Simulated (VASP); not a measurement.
Consider the following.

```
CELL_PARAMETERS angstrom
      3.98646     0.00000     0.00000
      0.00000     3.98646     0.00000
      0.00000     0.00000     3.98646
ATOMIC_POSITIONS crystal
  Ba 0.00000 0.00000 0.00000
  Ti 0.50000 0.50000 0.50000
  O  0.50000 0.00000 0.50000
  O  0.00000 0.50000 0.50000
  O  0.50000 0.50000 0.00000
```

Level of theory: RPBE GGA, VASP's PBE PAW potentials (set 64) (plane waves; VASP). Run with 520 eV cut-off, 6×6×6 Γ-centred mesh, Gaussian smearing of 0.050 eV, potentials Ba_sv Ti_sv O.

Unless said otherwise, spin-orbit coupling is left out, though it shifts the bands of the heavy elements here.

**Question.** What does the run give for the energy per atom (σ→0), pressure, band gap (on the k-mesh) with the smallest direct gap where there is one?

**Answer.** 
```json
{
 "band gap (on the k-mesh)": "1.80 eV",
 "smallest direct gap (on the k-mesh)": "1.94 eV",
 "energy per atom (σ→0)": "-729.4 kJ/mol-atom",
 "pressure": "104.7 kbar"
}
```

Total energies compare only between runs with the same potentials, cut-off and functional.

The compound is BaTiO3 in the cubic perovskite structure, the ideal cubic form; the compound distorts at low or room temperature. This cell is one point of a volume scan, at 0.94 of the reference volume.
